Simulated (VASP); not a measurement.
Level of theory: PBEsol GGA, VASP's PBE PAW potentials (set 64) (plane waves; VASP 6.6.1).

Input for VASP

### POSCAR
```
BaZrO3
1
    4.1494796908     0.0000000000     0.0000000000
    0.0000000000     4.1494796908     0.0000000000
    0.0000000000     0.0000000000     4.1494796908
Ba Zr O
1 1 3
Direct
  0.0000000000   0.0000000000   0.0000000000
  0.5000000000   0.5000000000   0.5000000000
  0.5000000000   0.0000000000   0.5000000000
  0.0000000000   0.5000000000   0.5000000000
  0.5000000000   0.5000000000   0.0000000000
```

File KPOINTS:
```
Automatic mesh
0
Gamma
6 6 6
0 0 0
```

**INCAR**
```
! general
SYSTEM   =  BaZrO3
PREC     =  Accurate
ENCUT    =  620
LREAL    =  .FALSE.
LASPH    =  .TRUE.

! electronic loop
EDIFF    =  1E-6
NELM     =  100
ALGO     =  Normal
LMAXMIX  =  4

! smearing
ISMEAR   =  0
SIGMA    =  0.05

! functional
GGA      =  PS

! ions
IBRION   =  2
NSW      =  40
ISIF     =  3
EDIFFG   =  -0.02
PSTRESS  =  100

! output
LWAVE    =  .FALSE.
LCHARG   =  .FALSE.
```

POTCAR, in this order: Ba_sv Zr_sv O (PBE.64 set). Program: vasp_std.

The resulting files:

### OSZICAR
```
       N       E                     dE             d eps       ncg     rms          rms(c)
DAV:   1     0.357883018727E+03    0.35788E+03   -0.24568E+04   960   0.188E+03
DAV:   2    -0.283446516566E+02   -0.38623E+03   -0.38158E+03  1256   0.420E+02
DAV:   3    -0.498825349262E+02   -0.21538E+02   -0.21520E+02  1624   0.986E+01
DAV:   4    -0.503884310603E+02   -0.50590E+00   -0.50577E+00  1328   0.122E+01
DAV:   5    -0.504022229696E+02   -0.13792E-01   -0.13792E-01  1384   0.136E+00    0.327E+01
DAV:   6    -0.437000713959E+02    0.67022E+01   -0.41794E+01  1216   0.426E+01    0.153E+01
DAV:   7    -0.436312679827E+02    0.68803E-01   -0.30435E+00  1416   0.105E+01    0.857E+00
DAV:   8    -0.435978805611E+02    0.33387E-01   -0.26053E-01  1288   0.424E+00    0.716E-01
DAV:   9    -0.435958530001E+02    0.20276E-02   -0.47403E-02  1360   0.128E+00    0.426E-01
DAV:  10    -0.435963958326E+02   -0.54283E-03   -0.12168E-02  1304   0.991E-01    0.202E-01
DAV:  11    -0.435961482045E+02    0.24763E-03   -0.15103E-03  1192   0.350E-01    0.277E-02
DAV:  12    -0.435961622047E+02   -0.14000E-04   -0.88449E-05  1296   0.731E-02    0.321E-02
DAV:  13    -0.435961616264E+02    0.57837E-06   -0.89368E-06  1352   0.244E-02
   1 F= -.39136824E+02 E0= -.39136824E+02  d E =-.391368E+02
       N       E                     dE             d eps       ncg     rms          rms(c)
DAV:   1    -0.442814163279E+02   -0.68525E+00   -0.32790E+01  1072   0.501E+01    0.122E+01
DAV:   2    -0.434290889025E+02    0.85233E+00   -0.35810E+00  1048   0.129E+01    0.463E+00
DAV:   3    -0.432596087591E+02    0.16948E+00   -0.55330E-01  1360   0.608E+00    0.823E-01
DAV:   4    -0.432575833820E+02    0.20254E-02   -0.11253E-01  1576   0.171E+00    0.827E-01
DAV:   5    -0.432635036566E+02   -0.59203E-02   -0.57016E-03  1488   0.489E-01    0.399E-01
DAV:   6    -0.432673664455E+02   -0.38628E-02   -0.81453E-03  1520   0.482E-01    0.859E-02
DAV:   7    -0.432675706086E+02   -0.20416E-03   -0.44706E-04  1352   0.132E-01    0.268E-02
DAV:   8    -0.432675933012E+02   -0.22693E-04   -0.82270E-05  1360   0.629E-02    0.730E-03
DAV:   9    -0.432675919394E+02    0.13618E-05   -0.80046E-06  1224   0.173E-02    0.373E-03
DAV:  10    -0.432675919728E+02   -0.33445E-07   -0.51289E-07   832   0.673E-03
   2 F= -.39092393E+02 E0= -.39092393E+02  d E =0.444309E-01
       N       E                     dE             d eps       ncg     rms          rms(c)
DAV:   1    -0.438730211953E+02   -0.60543E+00   -0.11885E+01  1088   0.303E+01    0.726E+00
DAV:   2    -0.435797976185E+02    0.29322E+00   -0.14061E+00  1184   0.794E+00    0.287E+00
DAV:   3    -0.435115049408E+02    0.68293E-01   -0.19164E-01  1328   0.359E+00    0.561E-01
DAV:   4    -0.435092210336E+02    0.22839E-02   -0.64776E-02  1480   0.132E+00    0.494E-01
DAV:   5    -0.435111089370E+02   -0.18879E-02   -0.22921E-03  1272   0.294E-01    0.290E-01
DAV:   6    -0.435129037198E+02   -0.17948E-02   -0.42510E-03  1512   0.383E-01    0.426E-02
DAV:   7    -0.435129477707E+02   -0.44051E-04   -0.56374E-04  1272   0.136E-01    0.327E-02
DAV:   8    -0.435129537654E+02   -0.59947E-05   -0.76099E-05  1264   0.606E-02    0.452E-03
DAV:   9    -0.435129535161E+02    0.24927E-06   -0.41483E-06  1200   0.127E-02
   3 F= -.39166142E+02 E0= -.39166142E+02  d E =-.293178E-01
```

**OUTCAR**
```
------------------------ aborting loop because EDIFF is reached ----------------------------------------
  FORCE on cell =-STRESS in cart. coord.  units (eV):
  Direction    XX          YY          ZZ          XY          YZ          ZX
  --------------------------------------------------------------------------------------
  Total        4.3177905      4.3177905      4.3177905     -0.0000000      0.0000000     -0.0000000
  in kB       99.3323563     99.3323563     99.3323563     -0.0000000      0.0000000     -0.0000000
  external PRESSURE =      -0.6676437 kB  Pullay stress =     100.0000000 kB
  volume of cell :       69.64
      direct lattice vectors                 reciprocal lattice vectors
     4.114279601 -0.000000000 -0.000000000     0.243055917 -0.000000000  0.000000000
     0.000000000  4.114279601 -0.000000000     0.000000000  0.243055917  0.000000000
    -0.000000000  0.000000000  4.114279601     0.000000000  0.000000000  0.243055917
 POSITION                                       TOTAL-FORCE (eV/Angst)
 -----------------------------------------------------------------------------------
      0.00000      0.00000      0.00000        -0.000000      0.000000      0.000000
      2.05714      2.05714      2.05714         0.000000      0.000000      0.000000
      2.05714     -0.00000      2.05714        -0.000000      0.000000      0.000000
     -0.00000      2.05714      2.05714         0.000000      0.000000      0.000000
      2.05714      2.05714     -0.00000        -0.000000      0.000000      0.000000
 -----------------------------------------------------------------------------------
    total drift:                                0.000000      0.000000      0.000000
  FREE ENERGIE OF THE ION-ELECTRON SYSTEM (eV)
  ---------------------------------------------------
  free  energy   TOTEN  =       -43.5129535161 eV

  energy  without entropy=      -43.5129535161  energy(sigma->0) =      -43.51295352
  enthalpy is  TOTEN    =       -39.1661418403 eV   P V=        4.3468116758

 reached required accuracy - stopping structural energy minimisation
```
(Selected blocks of OUTCAR.)

File CONTCAR:
```
BaZrO3
   1.00000000000000
     4.1142796010233207   -0.0000000000000000   -0.0000000000000000
     0.0000000000000000    4.1142796010233207   -0.0000000000000000
    -0.0000000000000000    0.0000000000000000    4.1142796010233207
  Ba              Zr              O
     1     1     3
Direct
     0.0000000000000000    0.0000000000000000    0.0000000000000000
     0.5000000000000000    0.5000000000000000    0.5000000000000000
     0.5000000000000000    0.0000000000000000    0.5000000000000000
     0.0000000000000000    0.5000000000000000    0.5000000000000000
     0.5000000000000000    0.5000000000000000    0.0000000000000000
```

Energy and stress use the plane-wave basis of the starting cell.

The compound is BaZrO3 in the cubic perovskite structure. This run relaxes it under an external pressure of 10 GPa. Symmetry was kept, so distortions that lower it aren't found.
